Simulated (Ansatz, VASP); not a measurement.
# Cross-check of Cu (Copper) between VASP and Ansatz

Wanted: the spread between two codes on one cell, functional and k mesh. The cell is taken from a series of runs on this material, whose earlier steps may have relaxed, scaled, displaced or heated it; both programs get it as it stands.

Calculated with Ansatz 0.2.0; plane waves, with VASP 6.6.1 beside it; elastic constants at LDA.

## Step 1: Starting point

It takes space group Fm-3m (No. 225, cubic). The conventional cell has a = 3.533 Å, b = 3.533 Å, c = 3.533 Å, α = 90.00°, β = 90.00°, γ = 90.00°. Nearest to Cu lie 12 Cu at 2.50 Å.

## Step 2: Ansatz: elastic constants, LDA

Ansatz runs on its default PAW (the set named soft_2) files.

Elastic constants are differences of stresses under small strains, so they test the stress and the mesh.

The input, input.yaml:

```yaml
crystal:
  lattice:
    - [0.0, 1.7664307149, 1.7664307149]
    - [1.7664307149, 0.0, 1.7664307149]
    - [1.7664307149, 1.7664307149, 0.0]
  atoms:
    - { symbol: Cu, position: [0.0, 0.0, 0.0] }
kpoints:
  mp_grid: { grid: [4, 4, 4] }
hamiltonian:
  xc: lda
scf:
  occupations: { method: methfessel_paxton, width: 0.25 }
output:
  forces: true
  stress: true
  eigenvalues: true
elastic:
  mode: relaxed_ion
  stencil: two_point
  amplitude: 0.01
```

Started as:

```sh
$ ansatz run input.yaml --threads 4 --pin off --max-ram 16384MiB --backend cpu --events-out ev --progress --plain --runs-dir out
```

Numbers of over 12 decimals in the logs are rounded to 6 here.

Output:

```text
Engine: ansatz 0.2.0, x86_64-unknown-linux-gnu
Pseudopotentials: kind: paw
Pseudopotential: Cu, paw, valence charge 19, recommended cutoff 420 eV (normal), Cu.paw.azcp
Functional definition: SPW92
  exchange = slater_x
  correlation = pw_c
Crystal: 1 atoms, lattice volume = 11.024 Å³
Basis set: ecut = 420 eV, 181 PW (Γ)
Bands: 14, of which v1, the nominal top of the filled ones, is band 10 counted from 1 (9 counted from 0)
Symmetry: 48 space group operations
Space group: Fm-3m (ITA 225), of the structure as read, at distance tolerance 2.2e-5 Å
k-points: 8 of 64
Non-local potential: Cu, projectors of the file, l = 0: 3, l = 1: 2, l = 2: 3, l = 3: 1
PAW form: soft (Blöchl's): semilocal exchange-correlation on the pseudo side does not see the compensation charge
PAW frozen core: Cu, regenerated for the run's functional, and the local potential with it (the file was generated under x = pbe(κ = 0.804, μ = 0.219515), c = pbe(β = 0.066725))
PAW one-centre angular grid: Cu, 590 points (default); XC on 64 Gauss nodes
Initial density: superposition of atomic densities (neutral atoms: chi_scale 0, normalization atom), corrected by the library's trained network
Initial wavefunctions: pseudopotential atomic-orbital guess
Functional: x = slater, c = lda
SCF iter   1: F=—  HF=-6555.549075 eV  |F-HF|=—  |Δ(HF+E_count)|=         —  Δρ=2.33e-2  dr2=2.69e-2  ethr=1.77e-3  ⟨swp⟩=4.6  Hψ=525  notcnv=0
preconditioner: auto → none  [insulator: Δε(μ)=1.219 eV  Ē_g=17.707 eV  σ=0.250 eV  W_gap=0.96  n_scr=0 (ndim 8)  ℏωp=37.1 eV  f_vac=0.000  D(μ)=1.06/eV (n_scr^D=14)  ε∞_Penn≈5.4]
SCF iter   2: F=—  HF=-6555.553268 eV  |F-HF|=—  |Δ(HF+E_count)|=   4.19e-3  S|Δr|=    0.00e0  Δρ=2.46e-2  dr2=3.78e-2  ethr=1.41e-4  ⟨swp⟩=2.4  Hψ=263  notcnv=0  defer=1
SCF iter   3: F=—  HF=-6555.541926 eV  |F-HF|=—  |Δ(HF+E_count)|=   1.13e-2  S|Δr|=    0.00e0  Δρ=2.21e-3  dr2=1.48e-4  ethr=1.41e-4  ⟨swp⟩=2.0  Hψ=163  notcnv=0  defer=1
SCF iter   4: F=—  HF=-6555.541919 eV  |F-HF|=—  |Δ(HF+E_count)|=   6.75e-6  S|Δr|=    0.00e0  Δρ=1.64e-4  dr2=1.91e-6  ethr=7.77e-7  ⟨swp⟩=1.8  Hψ=161  notcnv=0  defer=1
SCF iter   5: F=—  HF=-6555.541914 eV  |F-HF|=—  |Δ(HF+E_count)|=   5.34e-6  S|Δr|=    0.00e0  Δρ=8.73e-6  dr2=2.73e-9  ethr=1.01e-8  ⟨swp⟩=2.0  Hψ=148  notcnv=0  defer=1
SCF iter   6: F=—  HF=-6555.541914 eV  |F-HF|=—  |Δ(HF+E_count)|=   1.59e-9  S|Δr|=    0.00e0  Δρ=7.87e-7  dr2=1.92e-11  ethr=1.43e-11  ⟨swp⟩=2.1  Hψ=163  notcnv=0  defer=1
SCF iter   7: F=—  HF=-6555.541914 eV  |F-HF|=—  |Δ(HF+E_count)|=  5.46e-12  S|Δr|=    0.00e0  Δρ=4.64e-8  dr2=7.62e-14  ethr=1.00e-12  ⟨swp⟩=3.6  Hψ=497  notcnv=0
SCF iter   8: F=-6555.541914 eV  HF=-6555.541914 eV  |F-HF|=1.82e-12  |Δ(HF+E_count)|=  1.82e-12  S|Δr|=    0.00e0  Δρ=4.13e-9  dr2=8.13e-16  ethr=1.00e-12  ⟨swp⟩=3.1  Hψ=302  notcnv=0
SCF 1 converged in 8 iterations: F = -6555.541914 eV  dr2 = 8.13e-16
  greatest PAW one-centre occupation: 1.000 electrons in one spin orbital (limit 2), on the Cu atom at site 0 (counted from 0), in its partial waves of l = 0
Crystal: 1 atoms, lattice volume = 10.913 Å³
Symmetry: 16 space group operations
k-points: 13 of 64
Initial density: handed on by an earlier stage of this run
Initial wavefunctions: those handed on with the density
iter 1 solved again at ethr=5.21e-6 eV; its pass at ethr=3.10e-3 eV (dr2=9.89e-4 eV) is discarded
SCF iter   1: F=—  HF=-6555.541990 eV  |F-HF|=—  |Δ(HF+E_count)|=         —  Δρ=3.81e-3  dr2=9.63e-4  ethr=5.21e-6  ⟨swp⟩=1.5  Hψ=1171  notcnv=0
preconditioner: auto → none  [insulator: Δε(μ)=1.215 eV  Ē_g=17.911 eV  σ=0.250 eV  W_gap=0.93  n_scr=0 (ndim 8)  ℏωp=37.3 eV  f_vac=0.000  D(μ)=0.99/eV (n_scr^D=14)  ε∞_Penn≈5.3]
[...]
SCF 2 converged in 8 iterations: F = -6555.541730 eV  dr2 = 4.06e-14
Crystal: 1 atoms, lattice volume = 11.134 Å³
Basis set: ecut = 420 eV, 213 PW (Γ)
[...]
preconditioner: auto → none  [insulator: Δε(μ)=1.179 eV  Ē_g=17.688 eV  σ=0.250 eV  W_gap=0.88  n_scr=0 (ndim 8)  ℏωp=36.9 eV  f_vac=0.000  D(μ)=0.99/eV (n_scr^D=14)  ε∞_Penn≈5.4]
[...]
SCF 3 converged in 8 iterations: F = -6555.541832 eV  dr2 = 3.20e-15
Crystal: 1 atoms, lattice volume = 11.023 Å³
Basis set: ecut = 420 eV, 189 PW (Γ)
Symmetry: 8 space group operations
k-points: 18 of 64
[...]
preconditioner: auto → none  [insulator: Δε(μ)=1.187 eV  Ē_g=17.810 eV  σ=0.250 eV  W_gap=0.92  n_scr=0 (ndim 8)  ℏωp=37.1 eV  f_vac=0.000  D(μ)=1.03/eV (n_scr^D=14)  ε∞_Penn≈5.3]
[...]
SCF iter   7: F=—  HF=-6555.541771 eV  |F-HF|=—  |Δ(HF+E_count)|=  7.28e-11  S|Δr|=    0.00e0  Δρ=3.57e-7  dr2=6.83e-12  ethr=2.51e-12  ⟨swp⟩=2.3  Hψ=342  notcnv=0
SCF iter   8: F=-6555.541771 eV  HF=-6555.541771 eV  |F-HF|=1.82e-12  |Δ(HF+E_count)|=  1.82e-12  S|Δr|=    0.00e0  Δρ=2.10e-8  dr2=2.59e-14  ethr=1.00e-12  ⟨swp⟩=3.3  Hψ=1030  notcnv=0
SCF 4 converged in 8 iterations: F = -6555.541771 eV  dr2 = 2.59e-14
iter 1 solved again at ethr=6.50e-9 eV; its pass at ethr=3.10e-3 eV (dr2=1.24e-6 eV) is discarded
SCF iter   1: F=—  HF=-6555.541751 eV  |F-HF|=—  |Δ(HF+E_count)|=         —  Δρ=6.19e-4  dr2=1.23e-6  ethr=6.50e-9  ⟨swp⟩=1.6  Hψ=1459  notcnv=0
preconditioner: auto → none  [insulator: Δε(μ)=1.192 eV  Ē_g=17.810 eV  σ=0.250 eV  W_gap=0.92  n_scr=0 (ndim 8)  ℏωp=37.1 eV  f_vac=0.000  D(μ)=1.03/eV (n_scr^D=14)  ε∞_Penn≈5.3]
SCF iter   2: F=—  HF=-6555.541766 eV  |F-HF|=—  |Δ(HF+E_count)|=   1.51e-5  S|Δr|=    0.00e0  Δρ=3.14e-4  dr2=4.73e-7  ethr=6.45e-9  ⟨swp⟩=2.6  Hψ=345  notcnv=0
SCF iter   3: F=—  HF=-6555.541770 eV  |F-HF|=—  |Δ(HF+E_count)|=   3.96e-6  S|Δr|=    0.00e0  Δρ=1.71e-4  dr2=5.19e-7  ethr=2.49e-9  ⟨swp⟩=2.7  Hψ=422  notcnv=0
SCF iter   4: F=—  HF=-6555.541771 eV  |F-HF|=—  |Δ(HF+E_count)|=   1.00e-6  S|Δr|=    0.00e0  Δρ=1.06e-5  dr2=7.33e-10  ethr=2.49e-9  ⟨swp⟩=2.1  Hψ=335  notcnv=0
SCF iter   5: F=—  HF=-6555.541771 eV  |F-HF|=—  |Δ(HF+E_count)|=   5.06e-9  S|Δr|=    0.00e0  Δρ=2.79e-7  dr2=9.27e-13  ethr=3.86e-12  ⟨swp⟩=2.1  Hψ=320  notcnv=0
SCF iter   6: F=—  HF=-6555.541771 eV  |F-HF|=—  |Δ(HF+E_count)|=  2.73e-12  S|Δr|=    0.00e0  Δρ=4.83e-8  dr2=1.45e-13  ethr=1.00e-12  ⟨swp⟩=4.6  Hψ=877  notcnv=0
SCF iter   7: F=-6555.541771 eV  HF=-6555.541771 eV  |F-HF|=1.82e-12  |Δ(HF+E_count)|=  9.09e-13  S|Δr|=    0.00e0  Δρ=7.91e-9  dr2=3.86e-15  ethr=1.00e-12  ⟨swp⟩=3.6  Hψ=697  notcnv=0
SCF 5 converged in 7 iterations: F = -6555.541771 eV  dr2 = 3.86e-15
SCF converged after 8 iterations
Stability not checked: this state was not tested for a lower state beside it, because cold or Methfessel-Paxton smearing, or corrected tetrahedra, fill the levels in a way that the test cannot read (fill_not_monotonic; see scf.lower_state_search)
Free energy (F): -6555.541914 eV
Harris-Foulkes:  -6555.541914 eV  (|F-HF|=1.82e-12)
Internal energy: -6555.541517 eV  (E = F + TS)
E sigma→0 (E₀):  -6555.541815 eV
Entropy (-TS):   -0.000396 eV (-0.396 meV/atom)
Fermi energy:    18.679861 eV
--- Per-component energies (eV) ---
  E_band       = -338.585532
  E_kinetic    = 301.401407
  E_local      = -3924.501033  (includes V_loc(G=0)·N_el)
  E_nonlocal   = 393.365064
  E_hartree    = 1728.880605
  E_xc         = -89.787667
  E_vxc        = -116.459389  (∫ρ·V_xc dr)
  E_paw        = -1592.253938  (= ΣΔE_a)
  E_vpaw       = -450.152992  (= ΣTr[D̂ρ^β])
  E_aug_tail   = 0.000201  (compensation charges beyond the density's cutoff)
  E_ewald      = -3373.095817
  E_core_change = 0.449660  (= ΣΔE_core)
  E_smearing   = -0.000396  (= −TS)
  E_closure    = -0.000000  (closes the sum)
  Σ components = -6555.541914   (vs F -6555.541914, Δ=0.00e0)
--- Forces (eV/Å), atoms counted from 1 ---
  atom   1  Cu     0.00000000     0.00000000    -0.00000000
  max |Σ_I F_I| component: 3.70e-32 eV/Å
--- Stress (GPa, compression-positive) ---
       -0.003988      -0.000000      -0.000000
       -0.000000      -0.003988      -0.000000
       -0.000000       0.000000      -0.003988
  P = ⅓ Tr σ = -0.0040 GPa (-0.040 kbar)
--- Band table (eV; the first three rows and the last of 8) ---
  k-point 0: bands = [... 6 lower, 14.5873, 14.5873, 15.5329, 15.5329, 41.1282, 43.9698, 43.9698, 43.9698]
  k-point 1: bands = [... 6 lower, 14.7667, 14.7667, 15.6225, 15.6225, 30.8457, 41.0699, 41.5130, 41.5130]
  k-point 2: bands = [... 6 lower, 14.5554, 16.1723, 16.1723, 16.6317, 21.9276, 39.5969, 40.6960, 40.6960]
  k-point 7: bands = [... 6 lower, 14.0119, 15.4817, 16.3312, 24.2953, 24.2953, 26.5669, 27.1380, 47.0555]
--- Elastic constants: 2 strain directions × 2 members + reference (group order 48) ---
  dense FFT box of the reference and of every strained cell: 18×18×18
  strains applied: 11, 23; error gains: componentwise 1.00 (the most a stress slope's error grows in a printed constant), spectral 1.73 (1 for all six strains in a standard setting)
  C = ∂σ_k/∂η_j (tension-positive GPa; Voigt order 11 22 33 23 13 12):
        48.126    256.638    256.638     -0.000     -0.000      0.000
       256.638     48.126    256.638      0.000     -0.000     -0.000
       256.638    256.638     48.126      0.000      0.000     -0.000
         0.000     -0.000     -0.000     36.946      0.000     -0.000
         0.000     -0.000      0.000     -0.000     36.946      0.000
         0.000     -0.000     -0.000      0.000     -0.000     36.946
  reference stress σ⁰ (GPa):      0.004      0.004      0.004      0.000      0.000      0.000
  C* (energy form; C + prestress term) asymmetry max|C*_kj − C*_jk| = 5.684e-14 GPa — a small one proves nothing (zero by symmetry where the batch's group is 432, −43m or m−3m); a large one is finite-difference/SCF noise where every solve meets its electron count
  moduli (Voigt/Reuss/Hill, GPa): K = 187.13/187.13/187.13   G = -19.54/80.62/30.54   E = 86.90   ν = 0.423
  mechanically stable: NO (min eigenvalue of sym C = -208.51 GPa)
  strain η (Voigt 11):  stress-route row diagonal C_11 = 48.13 GPa, energy-path curvature d²(F+E_count+ΔE)/dδ²/Ω₀ = 39.04 GPa
         δ    σ_11 (GPa)             F (eV)   n_scf  n_hpsi   n_pw
    -1.000e-2      -0.7667       -6555.5417297       8    3524    222   relax 0 steps, max|allowed force component| 0.00e0 eV/Å
     1.000e-2       0.1958       -6555.5418325       8    3303    228   relax 0 steps, max|allowed force component| 0.00e0 eV/Å
  strain η (Voigt 23):  stress-route row diagonal C_44 = 36.95 GPa, energy-path curvature d²(F+E_count+ΔE)/dδ²/Ω₀ = 35.82 GPa
         δ    σ_23 (GPa)             F (eV)   n_scf  n_hpsi   n_pw
    -1.000e-2      -0.3695       -6555.5417711       8    4813    222   relax 0 steps, max|allowed force component| 0.00e0 eV/Å
     1.000e-2       0.3695       -6555.5417711       7    4705    222   relax 0 steps, max|allowed force component| 0.00e0 eV/Å
```

(Continued in part 2 of 2.)

[Lines on the potential files, build, host, timing and source positions are cut from VASP's logs without a mark.]

[Logs are printed without paths, hosts, clocks, repeated set-up lines and the standing remarks that a program may print on its own settings, such as how far it seeks lower states.]

[Hosts, paths, dates, database ids (printed as entryN), source tags and the programs' standing remarks are cut or masked in the printed files.]
